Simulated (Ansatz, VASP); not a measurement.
CsTl: VASP beside Ansatz

```
CELL_PARAMETERS angstrom
4.66360 0.00000 0.00000
0.00000 4.66360 0.00000
0.00000 0.00000 4.66360
ATOMIC_POSITIONS crystal
Cs 0.50000 0.50000 0.50000
Tl 0.00000 0.00000 0.00000
```

Change from the starting cell: species swapped into the RbAu type (Pm-3m, No. 221).

Alike in both runs: functional PBE; k mesh 12 × 12 × 12; occupations gaussian, width 0.1 eV; no spin polarisation.

Ansatz relaxed the structure, and its values are those at the end. VASP's run is a single point on that final structure, the one shown.

```csv
,VASP,Ansatz
version,VASP 6.6.1,Ansatz 0.2.0
potentials or method,"VASP PAW PBE potentials, release 64 (Cs_sv, Tl_d)","scalar-relativistic, plane waves, PAW"
plane-wave cutoff (eV),520,420
valence electrons in the cell,22,22
```

|  | VASP | Ansatz | Ansatz less VASP |
| --- | --- | --- | --- |
| gap on the k mesh at the Fermi level (eV) | none | none | - |
| pressure (GPa) | 0.0 | 0.0 | +0.02 |

A gap of «none» marks a metal or a gap that the smearing closes.

The runs have no spin-orbit coupling, so splittings on Cs, Tl are missing.
